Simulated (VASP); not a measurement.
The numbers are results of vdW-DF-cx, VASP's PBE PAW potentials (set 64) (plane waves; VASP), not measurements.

Input for VASP

### KPOINTS
```
Regular mesh
0
gamma
8 8 5
```

**INCAR**
```
# general
SYSTEM   = SiC
PREC     = Accurate
ENCUT    = 520
LREAL    = .FALSE.
LASPH    = .TRUE.

# electronic loop
EDIFF    = 1E-7
NELM     = 100
ALGO     = Normal

# smearing
ISMEAR   = 0
SIGMA    = 0.05

# functional
GGA      = CX
LUSE_VDW = .TRUE.
AGGAC    = 0.0

# ions
IBRION   = 2
NSW      = 30
ISIF     = 4
EDIFFG   = -0.01

# output
LWAVE    = .FALSE.
LCHARG   = .FALSE.
```

POSCAR:
```
SiC
1
    1.5575189941    -2.6977017844     0.0000000000
    1.5575189941     2.6977017844     0.0000000000
    0.0000000000     0.0000000000     5.1144085337
Si C
2 2
Direct
  0.6666670000   0.3333330000   0.4996647291
  0.3333330000   0.6666670000   0.9996647291
  0.6666670000   0.3333330000   0.8753352709
  0.3333330000   0.6666670000   0.3753352709
```

POTCAR, in this order: Si C (PBE.64 set). Program: vasp_std.

Estimate the energy per atom (σ→0), pressure.

```yaml
energy per atom (σ→0): -6.546 eV/atom
pressure: -6.07 GPa
```

### OSZICAR
```
...
DAV:   8    -0.261836228108E+02    0.15419E-01   -0.45785E-02   848   0.159E+00    0.511E-01
DAV:   9    -0.261825427051E+02    0.10801E-02   -0.63987E-03   908   0.601E-01    0.130E-01
DAV:  10    -0.261827495366E+02   -0.20683E-03   -0.60290E-04   892   0.181E-01    0.476E-02
DAV:  11    -0.261827556285E+02   -0.60919E-05   -0.68302E-05   860   0.678E-02    0.140E-02
DAV:  12    -0.261827569777E+02   -0.13492E-05   -0.26078E-06   932   0.132E-02    0.358E-03
DAV:  13    -0.261827574149E+02   -0.43722E-06   -0.24293E-07   752   0.386E-03    0.129E-03
DAV:  14    -0.261827574811E+02   -0.66200E-07   -0.20722E-08   556   0.116E-03
   1 F= -.26182757E+02 E0= -.26182757E+02  d E =-.261828E+02
```

The compound is SiC in the wurtzite structure, the rare 2H polytype. This cell is one point of a volume scan, at 1.03 of the reference volume.
